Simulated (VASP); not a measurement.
# GaSi2Ru2: the relaxed cell at several levels, part 3 of 4

Aim: relax GaSi2Ru2 with several functionals and dispersion schemes, and compare the cells. The cell is invented: it takes the structure of a Materials Project entry for GdSi2Ru2 (space group 139 there), with some of its atoms replaced by other elements, volume scaled by an estimate. It may not be a known or stable phase. LASPH is on for some levels and off for others; the table marks which.

VASP 6.6.1, plane waves and PAW; the level of theory is named at each step.

Still holding for the runs below: This run has no spin polarisation. Its electron count is odd, so without a moment it is a metal by construction.

So far. Step 3 (Second relaxation): It ends with a largest force of 0.023 eV/Å and a pressure of 0.23 GPa. The volume moved by under 0.01 %: the run met its threshold at the first step. Step 4 (Relaxation with PBE): It ends with a largest force of 0.001 eV/Å and a pressure of -0.03 GPa. The conventional cell has a = 4.218 and c = 8.842 Å.

### Step 5. Relaxation with LDA

This step: LDA; plane waves and PAW (Ru_pv, Ga_d, Si); invented cell (VASP 6.6.1).

LDA, the lowest rung, knows the local density alone.

Contents of INCAR:

```
SYSTEM = GaSi2Ru2
PREC = Accurate
ENCUT = 520
EDIFF = 1E-06
NELM = 100
ISMEAR = -1
SIGMA = 0.05
LREAL = .FALSE.
ALGO = Normal
GGA = CA
NBANDS = 30
LORBIT = 11
LWAVE = .FALSE.
LCHARG = .FALSE.
KPAR = 2
IBRION = 2
NSW = 60
ISIF = 3
EDIFFG = -0.01
```

Contents of POSCAR:

```
GaSi2Ru2
1.0
   -2.1034812466      2.1034812466      4.4311849051
    2.1034812466     -2.1034812466      4.4311849051
    2.1034812466      2.1034812466     -4.4311849051
Ru Ga Si
2 1 2
Direct
    0.2500000000      0.7500000000      0.5000000000
    0.7500000000      0.2500000000      0.5000000000
    0.0000000000      0.0000000000      0.0000000000
    0.3713977861      0.3713977861      0.0000000000
    0.6286022139      0.6286022139      0.0000000000
```

Contents of KPOINTS:

```
Automatic mesh
0
Gamma
8 8 8
0 0 0
```

Potentials, in the order of the species: Ru_pv, Ga_d and Si (PBE family, release 64).

Run with:

```sh
> mpirun -np 2 vasp_std
```

The log of the run:

```text
[banner, memory and clock lines left out]
running    2 mpi-ranks, on    1 nodes
 distrk:  each k-point on    1 cores,    2 groups
 distr:  one band on    1 cores,    1 groups

 POSCAR found type information on POSCAR RuGaSi
 POSCAR found :  3 types and       5 ions
|                                                                             |
|               ----> ADVICE to this user running VASP <----                  |
|                                                                             |
|     You enforced a specific xc type in the INCAR file but a different       |
|     [... a line on the potential file left out ...]
|     I HOPE YOU KNOW WHAT YOU ARE DOING!                                     |
|                                                                             |

 LDA part: xc-table for (Slater(with rela. corr.)+CA(PZ))
 , standard interpolation
 POSCAR, INCAR and KPOINTS ok, starting setup
 FFT: planning ... GRIDC
 FFT: planning ... GRID_SOFT
 FFT: planning ... GRID
 WAVECAR not read
 entering main loop
       N       E                     dE             d eps       ncg     rms          rms(c)
DAV:   1     0.477368693046E+03    0.47737E+03   -0.26203E+04  4056   0.216E+03
DAV:   2     0.370735914653E+00   -0.47700E+03   -0.46006E+03  3722   0.562E+02
DAV:   3    -0.383088802256E+02   -0.38680E+02   -0.36414E+02  4088   0.134E+02
DAV:   4    -0.397844281939E+02   -0.14755E+01   -0.14512E+01  4448   0.260E+01
DAV:   5    -0.398296175844E+02   -0.45189E-01   -0.45173E-01  4686   0.421E+00    0.204E+01
DAV:   6    -0.383327262680E+02    0.14969E+01   -0.11297E+01  4054   0.240E+01    0.472E+00
DAV:   7    -0.379018348762E+02    0.43089E+00   -0.26335E+00  4114   0.117E+01    0.517E+00
DAV:   8    -0.378131983698E+02    0.88637E-01   -0.30752E-01  4094   0.397E+00    0.106E+00
DAV:   9    -0.378098624189E+02    0.33360E-02   -0.27239E-02  4356   0.117E+00    0.267E-01
DAV:  10    -0.378090420857E+02    0.82033E-03   -0.46656E-03  4090   0.445E-01    0.843E-02
DAV:  11    -0.378089826501E+02    0.59436E-04   -0.39886E-04  4604   0.172E-01    0.397E-02
DAV:  12    -0.378089852902E+02   -0.26400E-05   -0.24866E-05  4246   0.334E-02    0.193E-02
DAV:  13    -0.378089829223E+02    0.23678E-05   -0.10315E-05  4138   0.226E-02    0.246E-03
DAV:  14    -0.378089829390E+02   -0.16676E-07   -0.48051E-07  2478   0.515E-03
   1 F= -.37808983E+02 E0= -.37795864E+02  d E =-.378090E+02
 curvature:   0.00 expect dE= 0.000E+00 dE for cont linesearch  0.000E+00
 trial: gam= 0.00000 g(F)=  0.109E-01 g(S)=  0.335E+00 ort = 0.000E+00 (trialstep = 0.100E+01)
 search vector abs. value=  0.346E+00
 bond charge predicted
       N       E                     dE             d eps       ncg     rms          rms(c)
DAV:   1    -0.460661876435E+02   -0.82572E+01   -0.13213E+02  3974   0.110E+02    0.326E+01
DAV:   2    -0.397425729495E+02    0.63236E+01   -0.54172E+01  3756   0.611E+01    0.133E+01
DAV:   3    -0.379130782848E+02    0.18295E+01   -0.71885E+00  3788   0.223E+01    0.385E+00
DAV:   4    -0.377468552451E+02    0.16622E+00   -0.63943E-01  4444   0.568E+00    0.247E+00
DAV:   5    -0.377201424043E+02    0.26713E-01   -0.51952E-02  4210   0.175E+00    0.147E+00
DAV:   6    -0.377157359914E+02    0.44064E-02   -0.20764E-02  4156   0.999E-01    0.108E-01
DAV:   7    -0.377155372032E+02    0.19879E-03   -0.17461E-03  4154   0.290E-01    0.577E-02
DAV:   8    -0.377155315771E+02    0.56261E-05   -0.17761E-04  4538   0.105E-01    0.289E-02
DAV:   9    -0.377155251992E+02    0.63779E-05   -0.26998E-05  3964   0.341E-02    0.685E-03
DAV:  10    -0.377155252885E+02   -0.89247E-07   -0.34180E-06  3528   0.124E-02
   2 F= -.37715525E+02 E0= -.37704755E+02  d E =0.934577E-01
[... from here on, the cycles between the ionic steps are left out ...]
   3 F= -.37882461E+02 E0= -.37870341E+02  d E =-.734777E-01
   4 F= -.37882478E+02 E0= -.37870377E+02  d E =-.734946E-01
   5 F= -.37884568E+02 E0= -.37872987E+02  d E =-.209052E-02
   6 F= -.37884850E+02 E0= -.37873136E+02  d E =-.237192E-02
   7 F= -.37885147E+02 E0= -.37873525E+02  d E =-.297707E-03
   8 F= -.37885289E+02 E0= -.37873779E+02  d E =-.439075E-03
   9 F= -.37885238E+02 E0= -.37873793E+02  d E =0.506587E-04
 trial-energy change:    0.000051  1 .order    0.000030   -0.000118    0.000177
 step:   0.3211(harm=  0.4165)  dis= 0.00033  next Energy=   -37.885306 (dE=-0.176E-04)
 bond charge predicted
       N       E                     dE             d eps       ncg     rms          rms(c)
DAV:   1    -0.378865244145E+02   -0.12858E-02   -0.19154E-02  3922   0.135E+00    0.313E-01
DAV:   2    -0.378857487538E+02    0.77566E-03   -0.95448E-03  3870   0.734E-01    0.163E-01
DAV:   3    -0.378853308863E+02    0.41787E-03   -0.14323E-03  3842   0.288E-01    0.351E-02
DAV:   4    -0.378853073169E+02    0.23569E-04   -0.13187E-04  4350   0.726E-02    0.111E-02
DAV:   5    -0.378853056512E+02    0.16657E-05   -0.86895E-06  3930   0.239E-02    0.966E-03
DAV:   6    -0.378853052991E+02    0.35217E-06   -0.20097E-06  3114   0.111E-02
  10 F= -.37885305E+02 E0= -.37873816E+02  d E =-.167226E-04
 curvature:  -0.25 expect dE=-0.425E-06 dE for cont linesearch -0.100E-07
 trial: gam= 0.08312 g(F)=  0.103E-06 g(S)=  0.159E-05 ort =-0.236E-05 (trialstep = 0.897E+00)
 search vector abs. value=  0.227E-05
 reached required accuracy - stopping structural energy minimisation
```

Wall time 8 min (2 MPI ranks of AMD EPYC 7R43, shared host); peak memory 0.52 GiB; 16 min of CPU time.

Parts of OUTCAR (step 5):

```text
   NELECT =      49.0000    total number of electrons

 E-fermi :   9.1631

 k-point     1 :       0.0000    0.0000    0.0000
  band No.  band energies     occupation
    ...
     19       6.5294      2.00000
     20       7.4396      2.00000
     21       7.4396      2.00000
     22       8.5820      1.99998
     23       8.6292      1.99995
     24      10.0164      0.00000
     25      10.0164      0.00000
     26      10.2775      0.00000
     27      10.6046      0.00000
     28      12.2272      0.00000
    ...

  Total        0.0088420      0.0088420     -0.0029606      0.0000000     -0.0000000      0.0000000
  in kB        0.1887460      0.1887460     -0.0631986      0.0000000     -0.0000000      0.0000000
  external PRESSURE =       0.1047645 kB  Pullay stress =       0.0000000 kB

 POSITION                                       TOTAL-FORCE (eV/Angst)
 -----------------------------------------------------------------------------------
      2.07751      0.00000      2.17372         0.000000      0.000000      0.000000
      0.00000      2.07751      2.17372         0.000000      0.000000      0.000000
      0.00000      0.00000      0.00000         0.000000      0.000000      0.000000
      0.00000      0.00000      3.22480        -0.000000     -0.000000     -0.001035
      0.00000      0.00000      5.47008        -0.000000     -0.000000      0.001035
 -----------------------------------------------------------------------------------
    total drift:                                0.000000     -0.000000     -0.000000

  FREE ENERGIE OF THE ION-ELECTRON SYSTEM (eV)
  ---------------------------------------------------
  free  energy   TOTEN  =       -37.8853052991 eV

  energy  without entropy=      -37.8623262735  energy(sigma->0) =      -37.87381579

[... 8 parts as in an earlier step ...]

[... 10 further parts left out ...]
```

CONTCAR:

```
GaSi2Ru2
   1.00000000000000
    -2.0775148813121245    2.0775148813121245    4.3474413618845267
     2.0775148813121245   -2.0775148813121245    4.3474413618845267
     2.0775148813121245    2.0775148813121245   -4.3474413618845267
  Ru              Ga              Si
     2     1     2
Direct
     0.2500000000000000    0.7500000000000000    0.5000000000000000
     0.7500000000000000    0.2500000000000000    0.5000000000000000
     0.0000000000000000    0.0000000000000000    0.0000000000000000
     0.3708853127498746    0.3708853127498746    0.0000000000000000
     0.6291146872501253    0.6291146872501253    0.0000000000000000
```

The PAW data sets were made with PBE, though LDA sets exist; this is a small mismatch.

Relaxation path:

```csv
step,energy less that of the first step (eV),largest force (eV/Å),pressure (GPa),volume (Å³)
1,0.0000,0.3360,-6.93,78.43
2,0.0935,1.0739,12.11,70.98
3,-0.0735,0.1733,-0.30,75.33
4,-0.0735,0.1845,-0.10,75.27
5,-0.0756,0.1297,0.11,74.96
6,-0.0759,0.0483,0.05,75.04
7,-0.0762,0.0320,-0.04,75.06
8,-0.0763,0.0127,-0.12,75.09
9,-0.0763,0.0269,0.18,74.97
10,-0.0763,0.0010,0.01,75.06
```

```csv
"conventional cell, symmetrised",before,after,change
a (Å),4.207,4.155,-1.2 %
b (Å),4.207,4.155,-1.2 %
c (Å),8.862,8.695,-1.9 %
volume (Å³/atom),15.69,15.01,-4.3 %
```

Final coordinates:

```xyz
5
Lattice="-2.0775 2.0775 4.3474 2.0775 -2.0775 4.3474 2.0775 2.0775 -4.3474" Properties=species:S:1:pos:R:3 pbc="T T T"
Ru    2.0775    0.0000    2.1737
Ru    0.0000    2.0775    2.1737
Ga    0.0000    0.0000    0.0000
Si    0.0000    0.0000    3.2248
Si    0.0000    0.0000    5.4701
```

Numbers from this step:

| Item | Value |
| --- | --- |
| free energy (TOTEN) | -37.89 eV |
| energy at zero smearing | -37.87 eV |
| Fermi energy | 9.163 eV |
| pressure | 0.01048 GPa |
| SCF cycles over all ionic steps | 76 |

It ends at 15.01 Å³/atom, -4.3 % from the start, with 0.01 GPa left. The conventional cell has a = 4.155 and c = 8.695 Å.

### Step 6. Relaxation with PBEsol

This step: PBEsol; plane waves and PAW (Ru_pv, Ga_d, Si); invented cell (VASP 6.6.1).

PBEsol restores the gradient expansion of exchange and is tuned for the cells of solids.

INCAR, as its differences from that of step 5:

```diff
@@ -9,3 +9,3 @@
 ALGO = Normal
-GGA = CA
+GGA = PS
 NBANDS = 30
```

POSCAR is that of step 5.

KPOINTS is that of step 5.

Run with:

```sh
> mpirun -np 2 vasp_std
```

The log of the run:

```text
[banner, memory and clock lines left out]
running    2 mpi-ranks, on    1 nodes
[...]
[... a notice as in an earlier step ...]

 LDA part: xc-table for (Slater+PW92), standard interpolation
 POSCAR, INCAR and KPOINTS ok, starting setup
[...]
entering main loop
       N       E                     dE             d eps       ncg     rms          rms(c)
DAV:   1     0.478019954335E+03    0.47802E+03   -0.26230E+04  4056   0.216E+03
DAV:   2     0.181631501455E+01   -0.47620E+03   -0.45934E+03  3716   0.562E+02
DAV:   3    -0.366104868193E+02   -0.38427E+02   -0.36154E+02  4104   0.133E+02
DAV:   4    -0.380343776364E+02   -0.14239E+01   -0.14017E+01  4468   0.256E+01
[...]
DAV:  12    -0.362275522920E+02   -0.40618E-05   -0.26398E-05  4222   0.353E-02    0.217E-02
DAV:  13    -0.362275487142E+02    0.35778E-05   -0.13012E-05  4184   0.262E-02    0.281E-03
DAV:  14    -0.362275486359E+02    0.78283E-07   -0.54200E-07  2514   0.547E-03
   1 F= -.36227549E+02 E0= -.36214781E+02  d E =-.362275E+02
[... from here on, the cycles between the ionic steps are left out ...]
   2 F= -.36194234E+02 E0= -.36183086E+02  d E =0.333144E-01
   3 F= -.36258150E+02 E0= -.36246064E+02  d E =-.306013E-01
   4 F= -.36258149E+02 E0= -.36246077E+02  d E =-.306003E-01
   5 F= -.36259013E+02 E0= -.36247287E+02  d E =-.863884E-03
   6 F= -.36259126E+02 E0= -.36247314E+02  d E =-.977117E-03
   7 F= -.36259253E+02 E0= -.36247488E+02  d E =-.127063E-03
   8 F= -.36259282E+02 E0= -.36247549E+02  d E =-.155595E-03
   9 F= -.36259314E+02 E0= -.36247656E+02  d E =-.319252E-04
  10 F= -.36259323E+02 E0= -.36247641E+02  d E =-.415680E-04
[...]
reached required accuracy - stopping structural energy minimisation
```

It took 8 min on 2 MPI ranks; peak memory 0.63 GiB.

Parts of OUTCAR (step 6):

```text
  Total       -0.0024701     -0.0024701     -0.0256525      0.0000000      0.0000000      0.0000000
  in kB       -0.0519172     -0.0519172     -0.5391780      0.0000000      0.0000000      0.0000000
  external PRESSURE =      -0.2143375 kB  Pullay stress =       0.0000000 kB

 POSITION                                       TOTAL-FORCE (eV/Angst)
 -----------------------------------------------------------------------------------
      2.08668     -0.00000      2.18831        -0.000000     -0.000000     -0.000000
     -0.00000      2.08668      2.18831        -0.000000     -0.000000      0.000000
      0.00000      0.00000     -0.00000        -0.000000     -0.000000     -0.000000
      0.00000      0.00000      3.24770         0.000000      0.000000      0.004727
      0.00000      0.00000      5.50553         0.000000      0.000000     -0.004727
 -----------------------------------------------------------------------------------
    total drift:                                0.000000     -0.000000     -0.000000

  FREE ENERGIE OF THE ION-ELECTRON SYSTEM (eV)
  ---------------------------------------------------
  free  energy   TOTEN  =       -36.2593232394 eV

  energy  without entropy=      -36.2359590655  energy(sigma->0) =      -36.24764115

[... 2 parts as in an earlier step ...]

[... 2 further parts left out ...]
[key lines of the parts left out:]
E-fermi :   9.1053
```

The PAW data sets were made with PBE, which is usual practice but a small mismatch for other functionals.

The steps of the relaxation:

```csv
step,energy less that of the first step (eV),largest force (eV/Å),pressure (GPa),volume (Å³)
1,0.0000,0.2164,-4.46,78.43
2,0.0333,0.6369,7.00,73.57
3,-0.0306,0.1116,-0.14,76.39
4,-0.0306,0.1187,-0.03,76.34
5,-0.0315,0.0803,0.10,76.15
6,-0.0316,0.0297,0.07,76.20
7,-0.0317,0.0235,-0.06,76.25
8,-0.0317,0.0193,-0.13,76.28
9,-0.0318,0.0167,0.04,76.20
10,-0.0318,0.0047,-0.02,76.23
```

```csv
"conventional cell, symmetrised",before,after,change
a (Å),4.207,4.173,-0.8 %
b (Å),4.207,4.173,-0.8 %
c (Å),8.862,8.753,-1.2 %
volume (Å³/atom),15.69,15.25,-2.8 %
```

The relaxed structure:

```cif
data_structure
_symmetry_space_group_name_H-M 'P 1'
_symmetry_Int_Tables_number 1
_cell_length_a 5.2786
_cell_length_b 5.2786
_cell_length_c 5.2786
_cell_angle_alpha 133.429
_cell_angle_beta 133.429
_cell_angle_gamma 67.981
_cell_volume 76.23
loop_
_atom_site_label
_atom_site_type_symbol
_atom_site_fract_x
_atom_site_fract_y
_atom_site_fract_z
_atom_site_occupancy
Ru1 Ru 0.25000 0.75000 0.50000 1
Ru2 Ru 0.75000 0.25000 0.50000 1
Ga3 Ga 0.00000 0.00000 0.00000 1
Si4 Si 0.37103 0.37103 0.00000 1
Si5 Si 0.62897 0.62897 0.00000 1
```

It ends at 15.25 Å³/atom, -2.8 % from the start, with -0.02 GPa left. The conventional cell has a = 4.173 and c = 8.753 Å.

### Step 7. Relaxation with r2SCAN

This step: r2SCAN; plane waves and PAW (Ru_pv, Ga_d, Si); invented cell (VASP 6.6.1).

r2SCAN adds the kinetic-energy density, costs more than a GGA and is run with LASPH.

INCAR, as its differences from that of step 6:

```diff
@@ -9,3 +9,4 @@
 ALGO = Normal
-GGA = PS
+METAGGA = R2SCAN
+LASPH = .TRUE.
 NBANDS = 30
```

POSCAR is that of step 6.

KPOINTS is that of step 6.

Run with:

```sh
> mpirun -np 2 vasp_std
```

The log of the run:

```text
[banner, memory and clock lines left out]
running    2 mpi-ranks, on    1 nodes
[...]
[... a notice as in an earlier step ...]

 LDA part: xc-table for (None), standard interpolation
 POSCAR, INCAR and KPOINTS ok, starting setup
[...]
entering main loop
       N       E                     dE             d eps       ncg     rms          rms(c)
DAV:   1     0.442247574269E+03    0.44225E+03   -0.26992E+04  4060   0.223E+03
DAV:   2    -0.522687503227E+02   -0.49452E+03   -0.47721E+03  3734   0.584E+02
DAV:   3    -0.921378433098E+02   -0.39869E+02   -0.37638E+02  4068   0.138E+02
DAV:   4    -0.935376473899E+02   -0.13998E+01   -0.13842E+01  4460   0.263E+01
[...]
DAV:  12    -0.808054331812E+02   -0.10277E-04   -0.50032E-05  4752   0.495E-02    0.194E-02
DAV:  13    -0.808054430234E+02   -0.98421E-05   -0.14507E-05  3994   0.278E-02    0.551E-03
DAV:  14    -0.808054427176E+02    0.30578E-06   -0.68823E-07  2584   0.672E-03
   1 F= -.80805443E+02 E0= -.80793611E+02  d E =-.808054E+02
[... from here on, the cycles between the ionic steps are left out ...]
   2 F= -.80795713E+02 E0= -.80785094E+02  d E =0.972953E-02
   3 F= -.80816586E+02 E0= -.80805276E+02  d E =-.111431E-01
   4 F= -.80817155E+02 E0= -.80806176E+02  d E =-.569026E-03
   5 F= -.80817198E+02 E0= -.80806150E+02  d E =-.612609E-03
   6 F= -.80817332E+02 E0= -.80806345E+02  d E =-.134043E-03
   7 F= -.80817377E+02 E0= -.80806454E+02  d E =-.178794E-03
[...]
reached required accuracy - stopping structural energy minimisation
```

Elapsed: 26 min, on 2 MPI ranks; peak memory 0.66 GiB; 52 min of CPU time.

Parts of OUTCAR (step 7):

```text
  Total        0.0348390      0.0348390      0.0261104      0.0000000      0.0000000      0.0000000
  in kB        0.7245419      0.7245419      0.5430134      0.0000000      0.0000000      0.0000000
  external PRESSURE =       0.6640324 kB  Pullay stress =       0.0000000 kB

 POSITION                                       TOTAL-FORCE (eV/Angst)
 -----------------------------------------------------------------------------------
      2.09488      0.00000      2.19435        -0.000000     -0.000000      0.000000
      0.00000      2.09488      2.19435        -0.000000     -0.000000      0.000000
      0.00000      0.00000      0.00000        -0.000000     -0.000000      0.000000
      2.09488      2.09488     -1.13089         0.000000      0.000000      0.001721
      0.00000      0.00000      5.51959         0.000000      0.000000     -0.001721
 -----------------------------------------------------------------------------------
    total drift:                               -0.000000     -0.000000     -0.000000

  FREE ENERGIE OF THE ION-ELECTRON SYSTEM (eV)
  ---------------------------------------------------
  free  energy   TOTEN  =       -80.8173772041 eV

  energy  without entropy=      -80.7955313465  energy(sigma->0) =      -80.80645428

[... 2 parts as in an earlier step ...]

[... 2 further parts left out ...]
[key lines of the parts left out:]
E-fermi :   9.0553
```

Step by step:

```csv
step,energy less that of the first step (eV),largest force (eV/Å),pressure (GPa),volume (Å³)
1,0.0000,0.0999,-2.70,78.43
2,0.0097,0.3270,3.90,75.47
3,-0.0111,0.0751,-0.03,77.15
4,-0.0117,0.0700,0.03,77.03
5,-0.0118,0.0395,0.01,77.06
6,-0.0119,0.0188,0.05,77.05
7,-0.0119,0.0017,0.07,77.04
```

```csv
"conventional cell, symmetrised",before,after,change
a (Å),4.207,4.190,-0.4 %
b (Å),4.207,4.190,-0.4 %
c (Å),8.862,8.777,-1.0 %
volume (Å³/atom),15.69,15.41,-1.8 %
```

The relaxed structure:

```xyz
5
Lattice="-2.0949 2.0949 4.3887 2.0949 -2.0949 4.3887 2.0949 2.0949 -4.3887" Properties=species:S:1:pos:R:3 pbc="T T T"
Ru    2.0949    0.0000    2.1943
Ru    0.0000    2.0949    2.1943
Ga    0.0000    0.0000    0.0000
Si    0.0000    0.0000    3.2578
Si    0.0000    0.0000    5.5196
```

It ends at 15.41 Å³/atom, -1.8 % from the start, with 0.07 GPa left. The conventional cell has a = 4.190 and c = 8.777 Å.

[end of part 3 of 4]

[Lines on the potential files, build, host, timing and source positions are cut from VASP's logs without a mark.]

[Logs are printed without paths, hosts, clocks, repeated set-up lines and the standing remarks that a program may print on its own settings, such as how far it seeks lower states.]

[Hosts, paths, dates, database ids (printed as entryN), source tags and the programs' standing remarks are cut or masked in the printed files.]

[A measured line is paired with the nearest computed mode of its activity, which favours agreement.]
